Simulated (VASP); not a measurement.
Given:

```
Ga31SnAs31
1.0
   11.52221     0.00000     0.00000
    0.00000    11.52221     0.00000
    0.00000     0.00000    11.52221
Ga As Sn
31 31 1
Direct
  0.49794   0.00086   0.00112
  0.74934   0.25060   0.99759
  0.74978   0.99780   0.25108
  0.00025   0.99997   0.99981
  0.24985   0.24909   0.00084
  0.50045   0.49948   0.99861
  0.75101   0.75040   0.00063
  0.24985   0.00068   0.24917
  0.49492   0.24438   0.24442
  0.75631   0.50576   0.24383
  0.50057   0.99883   0.49959
  0.75497   0.24502   0.50475
  0.75091   0.00083   0.75023
  0.99922   0.50209   0.00107
  0.24942   0.75065   0.00001
  0.00223   0.25049   0.25115
  0.24798   0.50170   0.24997
  0.49829   0.75221   0.25003
  0.99943   0.00070   0.50244
  0.24792   0.25000   0.50180
  0.74996   0.75211   0.50173
  0.24948   0.00007   0.75083
  0.49827   0.24989   0.75216
  0.75024   0.50182   0.75223
  0.99963   0.75041   0.24906
  0.00140   0.49950   0.49964
  0.24941   0.75078   0.50328
  0.99929   0.24924   0.75008
  0.24932   0.50297   0.75082
  0.49703   0.75074   0.75078
  0.00004   0.75068   0.75075
  0.62832   0.12476   0.12502
  0.87527   0.37187   0.12485
  0.87527   0.12484   0.37257
  0.12486   0.12509   0.12523
  0.37501   0.37748   0.12569
  0.62243   0.62521   0.12549
  0.87506   0.87520   0.12509
  0.37499   0.12566   0.37744
  0.87468   0.62525   0.37754
  0.62262   0.12568   0.62504
  0.87437   0.37761   0.62504
  0.87502   0.12510   0.87507
  0.12437   0.62567   0.12479
  0.37440   0.87569   0.12484
  0.12553   0.37540   0.37543
  0.37273   0.62744   0.37224
  0.62469   0.87456   0.37539
  0.12437   0.12481   0.62574
  0.37265   0.37224   0.62745
  0.62792   0.62745   0.62753
  0.87514   0.87566   0.62565
  0.37451   0.12485   0.87583
  0.62465   0.37542   0.87447
  0.87525   0.62562   0.87577
  0.12463   0.87554   0.37602
  0.12404   0.62529   0.62546
  0.37481   0.87612   0.62543
  0.12445   0.37587   0.87560
  0.37467   0.62537   0.87588
  0.62418   0.87560   0.87549
  0.12493   0.87515   0.87515
  0.52248   0.47762   0.47760
```
Cell charge -1.

Method: PBE GGA, VASP's PBE PAW potentials (set 64) (plane waves; VASP). Settings: PREC = Normal, LREAL = Auto, ISYM = 0, NELECT = 253.0, 400 eV cut-off, 1×1×1 Γ-centred mesh, Gaussian smearing of 0.050 eV, potentials Ga As Sn. Starting moments (MAGMOM): 63*0.0476. The cell's moment is fixed (NUPDOWN = 3).

The cell is charged, with a uniform compensating background.  The supercell is sampled at Γ alone, which is coarse: total energies, pressure and levels can be off, energies of defects by several tenths of an eV.

**Question.** Estimate the cell moment, energy per atom (σ→0), pressure.

**Answer.** 
```json
{
 "cell_moment": "3.00 μB",
 "energy per atom (σ→0)": "-3972 meV/atom",
 "pressure": "2.28 GPa"
}
```

**Question.** Give the moment on each site (PAW-sphere projection).

**Answer.** 
```
site  moment (μB)
----  -----------
Ga1          0.01
Ga2          0.04
Ga3          0.04
Ga4          0.03
Ga5          0.03
Ga6          0.03
Ga7          0.03
Ga8          0.03
Ga9          0.08
Ga10         0.07
Ga11         0.03
Ga12         0.08
Ga13         0.03
Ga14         0.01
Ga15         0.03
Ga16         0.04
Ga17         0.04
Ga18         0.04
Ga19         0.01
Ga20         0.04
Ga21         0.04
Ga22         0.03
Ga23         0.04
Ga24         0.04
Ga25         0.03
Ga26         0.03
Ga27         0.04
Ga28         0.03
Ga29         0.04
Ga30         0.04
Ga31         0.03
As32         0.04
As33         0.04
As34         0.04
As35         0.02
As36         0.02
As37         0.02
As38         0.02
As39         0.02
As40         0.02
As41         0.02
As42         0.02
As43         0.02
As44         0.02
As45         0.02
As46         0.02
As47         0.05
As48         0.02
As49         0.02
As50         0.05
As51         0.05
As52         0.02
As53         0.02
As54         0.02
As55         0.02
As56         0.01
As57         0.02
As58         0.02
As59         0.01
As60         0.02
As61         0.01
As62         0.02
Sn63         0.12
```

The absolute energy has meaning only against runs of the same code, potentials and settings.

The cell is a supercell with a defect, built from GaAs (zinc blende): Sn_Ga-vac_As, charge -1.
